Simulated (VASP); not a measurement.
# GW on GaN

Wanted: how far GW moves the Kohn-Sham levels of GaN. The cell is of the wurtzite type, one of the forms listed for this formula. The start is a cell from a database of measured crystal structures.

Program: VASP 6.6.1. Level of theory: PBE; plane waves and PAW (Ga_d_GW, N_GW), in the first sound run; inputs show where later runs differ. Results are calculated unless marked as measured.

Experimental background.

“Thermoelectric Properties of GaN with Carrier Concentration Modulation: An Experimental and Theoretical Investigation” (2020, arxiv:2008.11387) quotes from earlier work for GaN, wurtzite (bulk crystal): band gap (direct gap at Gamma, literature experimental value) 3.4 eV [Rounded literature gap quoted in passing in the theory part; sample, method and …].

The database entry behind the starting cell has ideal inner coordinates that were not refined, so it need not match the best structure at ambient conditions.

### 1. The starting structure

Symmetry: P6_3mc, No. 186, hexagonal system. Conventional cell: a = 3.190 Å, b = 3.190 Å, c = 5.189 Å, α = 90.00°, β = 90.00°, γ = 120.00°. Nearest to Ga lie 4 N at 1.95 Å. Nearest to N lie 4 Ga at 1.95 Å. Farther neighbours and most contacts between anions are not listed.

Coordinates:

```xyz
4
Lattice="3.1900 0.0000 0.0000 -1.5950 2.7626 0.0000 0.0000 0.0000 5.1890" Properties=species:S:1:pos:R:3 pbc="T T T"
Ga    1.5950    0.9209    0.0000
Ga    0.0000    1.8417    2.5945
N     1.5950    0.9209    1.9459
N     0.0000    1.8417    4.5404
```

### 2. Ground state

The orbitals come from a self-consistent PBE run with a tight EDIFF and a narrow smearing. KPOINTS_OPT adds the bands along a path, which shows whether the mesh holds the band edges.

Input file INCAR:

```
SYSTEM = GaN
PREC = Accurate
ENCUT = 450
EDIFF = 1E-08
NELM = 100
ISMEAR = 0
SIGMA = 0.01
LREAL = .FALSE.
ALGO = Normal
GGA = PE
NBANDS = 24
LORBIT = 11
LWAVE = .TRUE.
LCHARG = .FALSE.
KPAR = 8
```

Input file POSCAR:

```
GaN
1.0
    3.1900000000      0.0000000000      0.0000000000
   -1.5950000000      2.7626210381      0.0000000000
    0.0000000000      0.0000000000      5.1890000000
Ga N
2 2
Direct
    0.6666666667      0.3333333333      0.0000000000
    0.3333333333      0.6666666667      0.5000000000
    0.6666666667      0.3333333333      0.3750000000
    0.3333333333      0.6666666667      0.8750000000
```

Input file KPOINTS:

```
Automatic mesh
0
Gamma
6 6 4
0 0 0
```

Input file KPOINTS_OPT:

```
Line mode
12
Line-mode
Reciprocal
  0.00000000   0.00000000   0.00000000 GAMMA
  0.50000000   0.00000000   0.00000000 M

  0.50000000   0.00000000   0.00000000 M
  0.33333333   0.33333333   0.00000000 K

  0.33333333   0.33333333   0.00000000 K
  0.00000000   0.00000000   0.00000000 GAMMA

  0.00000000   0.00000000   0.00000000 GAMMA
  0.00000000   0.00000000   0.50000000 A

  0.00000000   0.00000000   0.50000000 A
  0.50000000   0.00000000   0.50000000 L

  0.50000000   0.00000000   0.50000000 L
  0.33333333   0.33333333   0.50000000 H

  0.33333333   0.33333333   0.50000000 H
  0.00000000   0.00000000   0.50000000 A

  0.50000000   0.00000000   0.50000000 L
  0.50000000   0.00000000   0.00000000 M

  0.33333333   0.33333333   0.00000000 K
  0.33333333   0.33333333   0.50000000 H
```

Potentials, in the order of the species: Ga_d_GW and N_GW (PBE family, release 64).

Run with:

```bash
> mpirun -np 8 vasp_std
```

The log of the run:

```text
[banner, memory and clock lines left out]
running    8 mpi-ranks, on    1 nodes
 distrk:  each k-point on    1 cores,    8 groups
 distr:  one band on    1 cores,    1 groups

 POSCAR found type information on POSCAR GaN
 POSCAR found :  2 types and       4 ions
|                                                                             |
|           W    W    AA    RRRRR   N    N  II  N    N   GGGG   !!!           |
|           W    W   A  A   R    R  NN   N  II  NN   N  G    G  !!!           |
|           W    W  A    A  R    R  N N  N  II  N N  N  G       !!!           |
|           W WW W  AAAAAA  RRRRR   N  N N  II  N  N N  G  GGG   !            |
|           WW  WW  A    A  R   R   N   NN  II  N   NN  G    G                |
|           W    W  A    A  R    R  N    N  II  N    N   GGGG   !!!           |
|                                                                             |
|     For optimal performance we recommend to set                             |
|       NCORE = 2 up to number-of-cores-per-socket                            |
|     NCORE specifies how many cores store one orbital (NPAR=cpu/NCORE).      |
|     This setting can greatly improve the performance of VASP for DFT.       |
|     The default, NCORE=1 might be grossly inefficient on modern             |
|     multi-core architectures or massively parallel machines. Do your        |
|     Unfortunately you need to use the default for GW and RPA                |
|     calculations (for HF NCORE is supported but not extensively tested      |
|     yet).                                                                   |
|                                                                             |

 LDA part: xc-table for (Slater+PW92), standard interpolation
 POSCAR, INCAR and KPOINTS ok, starting setup
 FFT: planning ... GRIDC
 FFT: planning ... GRID_SOFT
 FFT: planning ... GRID
 WAVECAR not read
 entering main loop
       N       E                     dE             d eps       ncg     rms          rms(c)
DAV:   1     0.384922252596E+03    0.38492E+03   -0.18702E+04  1008   0.228E+03
DAV:   2     0.225126360006E+02   -0.36241E+03   -0.35044E+03  1096   0.534E+02
DAV:   3    -0.264371565968E+02   -0.48950E+02   -0.48336E+02  1280   0.231E+02
DAV:   4    -0.282569633059E+02   -0.18198E+01   -0.18170E+01  1336   0.536E+01
DAV:   5    -0.282964713615E+02   -0.39508E-01   -0.39494E-01  1368   0.679E+00    0.157E+01
DAV:   6    -0.242244128199E+02    0.40721E+01   -0.13183E+01  1928   0.609E+01    0.720E+00
DAV:   7    -0.242869949635E+02   -0.62582E-01   -0.12127E+00  1296   0.118E+01    0.451E+00
DAV:   8    -0.242855708507E+02    0.14241E-02   -0.18034E-01  1648   0.754E+00    0.844E-01
DAV:   9    -0.242729031386E+02    0.12668E-01   -0.68376E-02  1624   0.604E+00    0.160E-01
DAV:  10    -0.242731061641E+02   -0.20303E-03   -0.49205E-03  1568   0.104E+00    0.711E-02
DAV:  11    -0.242732356637E+02   -0.12950E-03   -0.56664E-04  1616   0.260E-01    0.204E-02
DAV:  12    -0.242732366200E+02   -0.95632E-06   -0.46500E-05  1472   0.804E-02    0.813E-03
DAV:  13    -0.242732362744E+02    0.34562E-06   -0.49875E-06  1520   0.424E-02    0.133E-03
DAV:  14    -0.242732362187E+02    0.55663E-07   -0.81129E-07  1504   0.156E-02    0.622E-04
DAV:  15    -0.242732362387E+02   -0.19954E-07   -0.58555E-08  1248   0.269E-03    0.169E-04
DAV:  16    -0.242732362699E+02   -0.31252E-07   -0.26663E-09   808   0.104E-03    0.276E-05
DAV:  17    -0.242732362714E+02   -0.14206E-08   -0.15384E-09   704   0.713E-04
   1 F= -.24273236E+02 E0= -.24273236E+02  d E =-.344495E-34
 Start KPOINTS_OPT (optional k-point list driver)
k-point batch [1-21\108]
       N       E                     dE             ncg
DAV:   1     0.479751507702E+04   -0.15014E+05     1016
DAV:   2    -0.262126205228E+04   -0.74188E+04     1120
DAV:   3    -0.361793066374E+04   -0.99667E+03     1288
DAV:   4    -0.365596770422E+04   -0.38037E+02     1344
DAV:   5    -0.365696128259E+04   -0.99358E+00     1312
DAV:   6    -0.365701137372E+04   -0.50091E-01     1472
DAV:   7    -0.365701212973E+04   -0.75600E-03     1360
DAV:   8    -0.365701216489E+04   -0.35165E-04     1480
DAV:   9    -0.365701216540E+04   -0.50488E-06     1368
DAV:  10    -0.365701216541E+04   -0.14417E-07      928
DAV:  11    -0.365701216541E+04   -0.16871E-08      960
[...]
k-point batch [106-108\108]
       N       E                     dE             ncg
DAV:   1     0.260398277662E+05   -0.38014E+04      144
DAV:   2     0.250057803892E+05   -0.10340E+04      152
DAV:   3     0.248683204783E+05   -0.13746E+03      192
DAV:   4     0.248632329671E+05   -0.50875E+01      160
DAV:   5     0.248630495814E+05   -0.18339E+00      200
DAV:   6     0.248630382886E+05   -0.11293E-01      192
DAV:   7     0.248630381710E+05   -0.11763E-03      200
DAV:   8     0.248630381635E+05   -0.74754E-05      200
DAV:   9     0.248630381635E+05   -0.61751E-07      192
DAV:  10     0.248630381635E+05   -0.22519E-08      112
 writing wavefunctions
```

Elapsed: 8.4 s, on 8 MPI ranks of AMD EPYC 9R45, shared host; peak memory 1.3 GiB.

Lines that name or quote the potential files are left out of all logs, and their timing lines are given in words.

From OUTCAR (step 2):

```text
ion  position               nearest neighbor table
   1  0.667  0.333  0.000-   3 1.95   4 1.95   4 1.95   4 1.95
   2  0.333  0.667  0.500-   4 1.95   3 1.95   3 1.95   3 1.95
   3  0.667  0.333  0.375-   1 1.95   2 1.95   2 1.95   2 1.95
   4  0.333  0.667  0.875-   2 1.95   1 1.95   1 1.95   1 1.95

  LATTYP: Found a hexagonal cell.
 ALAT       =     3.1900000000
 C/A-ratio  =     1.6266457680

 Subroutine GETGRP returns: Found 12 space group operations
 (whereof  6 operations were pure point group operations)

The static configuration has the point symmetry C_3v.
 The point group associated with its full space group is C_6v.

 Found     21 irreducible k-points:

   k-points           NKPTS =     21   k-points in BZ     NKDIM =     21   number of bands    NBANDS=     24

   dimension x,y,z NGX =    24 NGY =   24 NGZ =   36
   dimension x,y,z NGXF=    48 NGYF=   48 NGZF=   72

   ENCUT  =  450.0 eV  33.07 Ry    5.75 a.u.   5.52  5.52  8.98*2*pi/ulx,y,z

   NELECT =      36.0000    total number of electrons

 k-points in reciprocal lattice and weights: Automatic mesh
   0.00000000  0.00000000  0.00000000       0.007
   0.16666667 -0.00000000  0.00000000       0.042
   0.33333333 -0.00000000  0.00000000       0.042
   0.50000000 -0.00000000  0.00000000       0.021
   0.16666667  0.16666667  0.00000000       0.042
   0.33333333  0.16666667  0.00000000       0.083
   0.33333333  0.33333333  0.00000000       0.014
   0.00000000  0.00000000  0.25000000       0.014
   0.16666667 -0.00000000  0.25000000       0.083
[...]
0.33333333  0.16666667  0.50000000       0.083
   0.33333333  0.33333333  0.50000000       0.014

 average (electrostatic) potential at core
       1 -63.7100       2 -63.7100       3 -61.3817       4 -61.3817

 E-fermi :   5.2160

 k-point     1 :       0.0000    0.0000    0.0000
  band No.  band energies     occupation
    ...
     14       4.0908      2.00000
     15       4.0908      2.00000
     16       5.0693      2.00000
     17       5.1324      2.00000
     18       5.1324      2.00000
     19       7.0268      0.00000
     20       9.3708      0.00000
     21      14.3178      0.00000
     22      14.9899      0.00000
     23      14.9900      0.00000
    ...

 k-point     2 :       0.1667   -0.0000    0.0000
  band No.  band energies     occupation
    ...
     14       2.4111      2.00000
     15       3.4067      2.00000
     16       3.5827      2.00000
     17       4.7827      2.00000
     18       4.8953      2.00000
     19       8.5531      0.00000
     20      10.6470      0.00000
     21      13.2647      0.00000
     22      14.0389      0.00000
     23      15.5534      0.00000
    ...

 k-point     3 :       0.3333   -0.0000    0.0000
  band No.  band energies     occupation
    ...
     14       0.2473      2.00000
     15       1.2386      2.00000
     16       2.7533      2.00000
     17       3.8409      2.00000
     18       4.3976      2.00000
     19       9.9862      0.00000
     20      10.8485      0.00000
     21      11.8293      0.00000
     22      13.5464      0.00000
     23      15.4319      0.00000
    ...

  Total        0.8863779      0.8863779      1.3227046      0.0000000      0.0000000      0.0000000
  in kB       31.0551658     31.0551658     46.3423217      0.0000000      0.0000000      0.0000000
  external PRESSURE =      36.1508844 kB  Pullay stress =       0.0000000 kB

  energy-cutoff  :      450.00
  volume of cell :       45.73
      direct lattice vectors                 reciprocal lattice vectors
     3.190000000  0.000000000  0.000000000     0.313479624  0.180987545  0.000000000
    -1.595000000  2.762621038  0.000000000     0.000000000  0.361975090  0.000000000
     0.000000000  0.000000000  5.189000000     0.000000000  0.000000000  0.192715359

 POSITION                                       TOTAL-FORCE (eV/Angst)
 -----------------------------------------------------------------------------------
      1.59500      0.92087      0.00000        -0.000000      0.000000     -0.117897
     -0.00000      1.84175      2.59450         0.000000      0.000000     -0.117897
      1.59500      0.92087      1.94588        -0.000000      0.000000      0.117897
     -0.00000      1.84175      4.54038        -0.000000      0.000000      0.117897
 -----------------------------------------------------------------------------------
    total drift:                                0.000000      0.000000      0.000288

  FREE ENERGIE OF THE ION-ELECTRON SYSTEM (eV)
  ---------------------------------------------------
  free  energy   TOTEN  =       -24.2732362714 eV

  energy  without entropy=      -24.2732362714  energy(sigma->0) =      -24.27323627

 total charge
# of ion       s       p       d       tot
------------------------------------------
    1        0.779   0.896  10.129  11.803
    2        0.779   0.896  10.129  11.803
    3        1.200   2.456   0.000   3.656
    4        1.200   2.456   0.000   3.656
--------------------------------------------------
tot          3.957   6.704  20.257  30.918

[... 3 further parts left out ...]
```

Numbers from this step:

| Quantity | Value |
| --- | --- |
| free energy (TOTEN) | -24.27 eV |
| Fermi energy | 5.216 eV |
| pressure | 3.615 GPa |
| least gap on mesh and path | 1.894 eV |
| least direct gap on mesh and path | 1.894 eV |

The highest empty bands on the path are converged less tightly, to about 0.1 eV. Electronic bands along the path, in eV, zero at the valence-band top; v1 is the highest filled band, c1 the lowest empty one:

```
          point     v4     v3     v2     v1    c1    c2    c3    c4
              Γ  -1.04  -0.06   0.00   0.00  1.89  4.24  9.19  9.86
0.55 of the way  -3.17  -2.10  -0.87  -0.56  4.46  5.89  7.17  8.45
              M  -4.23  -2.74  -2.23  -0.98  5.05  5.54  6.03  8.58
0.45 of the way  -4.19  -3.48  -2.36  -1.75  5.64  6.38  6.45  8.45
              K  -5.27  -3.00  -3.00  -2.69  5.12  7.78  7.78  8.40
0.55 of the way  -3.33  -2.14  -0.83  -0.77  4.60  6.64  7.50  7.72
              Γ  -1.04  -0.06   0.00   0.00  1.89  4.24  9.19  9.86
0.45 of the way  -0.92  -0.92  -0.13  -0.13  2.95  4.33  8.85  9.69
              A  -0.54  -0.54  -0.54  -0.54  4.23  4.23  8.47  8.47
0.45 of the way  -2.01  -2.01  -1.19  -1.19  5.26  5.26  7.60  7.60
              L  -1.93  -1.93  -1.91  -1.91  4.38  4.38  7.76  7.76
0.45 of the way  -3.04  -3.04  -1.62  -1.62  5.21  5.21  8.07  8.07
              H  -4.18  -4.18  -1.49  -1.49  6.41  6.41  7.29  7.29
0.45 of the way  -2.29  -2.29  -1.86  -1.86  5.66  5.66  7.73  7.73
              A  -0.54  -0.54  -0.54  -0.54  4.23  4.23  8.47  8.47
      jump to L  -1.93  -1.93  -1.91  -1.91  4.38  4.38  7.76  7.76
0.45 of the way  -3.17  -2.47  -1.66  -1.33  4.22  5.06  7.65  7.74
              M  -4.23  -2.74  -2.23  -0.98  5.05  5.54  6.03  8.58
      jump to K  -5.27  -3.00  -3.00  -2.69  5.12  7.78  7.78  8.40
0.45 of the way  -5.02  -3.12  -2.31  -2.31  5.75  7.27  7.27  8.22
              H  -4.18  -4.18  -1.49  -1.49  6.41  6.41  7.29  7.29
```

Of the projections kept (Ga, N), the largest for each band there; the rest of the weight can lie on other orbitals:

```
point      v4      v3      v2      v1       c1       c2       c3       c4
    Γ  N 0.72  N 0.78  N 0.79  N 0.79   N 0.59  Ga 0.71   N 0.82  Ga 1.00
    M  N 0.54  N 0.65  N 0.63  N 0.73  Ga 0.88  Ga 0.58  Ga 0.52   N 0.64
    K  N 0.55  N 0.61  N 0.61  N 0.63  Ga 0.88   N 0.56   N 0.56   N 0.72
    Γ  N 0.72  N 0.78  N 0.79  N 0.79   N 0.59  Ga 0.71   N 0.82  Ga 1.00
    A  N 0.75  N 0.75  N 0.75  N 0.75   N 0.54   N 0.54  Ga 0.63  Ga 0.63
    L  N 0.68  N 0.68  N 0.68  N 0.68  Ga 0.73  Ga 0.73  Ga 0.75  Ga 0.75
```

The electronic bands as a text plot (rows in eV, shown from -7.1 to 7.3 only):

```
    7.0 |    +     +   + +                     +           +   ++
    6.4 |     ++  +     + +                   +++           +  ++
    5.8 |   ++++++++    +  +                     ++++         +
    5.2 |  +  ++++  ++++ +  +        +++    ++       +    ++++
    4.6 |++  +            +  +  +++++   ++++          ++ + +
    4.0 |   +              +  ++  +                     +++
    3.4 |                   +    +
    2.8 | ++                    +
    2.2 |+                   + +
    1.6 |                     +
    1.0 |
    0.4 |
   -0.2 |****               *******
   -0.8 |** ******       ***  ********                ***  **
   -1.4 |***  *   *     ** ***  *     **    ******  **   **     *
   -2.0 |  *** *** *   *  * *    *   *******      ****   * **  *
   -2.6 |   * ********** * **               *     *      ******
   -3.2 |    *    * *** * **      *          *   *        *   **
   -3.8 |   *      *   * **        **         * *     ***  *    *
   -4.4 |    *******   ***        *  **        *    **      *   *
   -5.0 |     *********                *           *         ***
   -5.6 |           *****        *      *        **        ****
   -6.2 |   ********     **     *        *   ****        ** *  **
   -6.8 |***               *****          ***            ***
         Γ      M    K        Γ   A       L    H       A|L M|K  H
```

The cell has a gap of 1.89 eV on mesh and path and a pressure of +3.6 GPa, which holds the misfit of the given cell and coordinates with this functional, and any error of cutoff, mesh and data sets. Spin-orbit coupling is left out, which can shift or reorder these edges. Forces of up to 0.12 eV/Å remain in these settings.

[end of part 1 of 4]

[Lines on the potential files, build, host, timing and source positions are cut from VASP's logs without a mark.]

[Logs are printed without paths, hosts, clocks, repeated set-up lines and the standing remarks that a program may print on its own settings, such as how far it seeks lower states.]

[Hosts, paths, dates, database ids (printed as entryN), source tags and the programs' standing remarks are cut or masked in the printed files.]

[Pressures printed for these runs are not shown converged in the cutoff: they can be off by several GPa and have the wrong sign.]
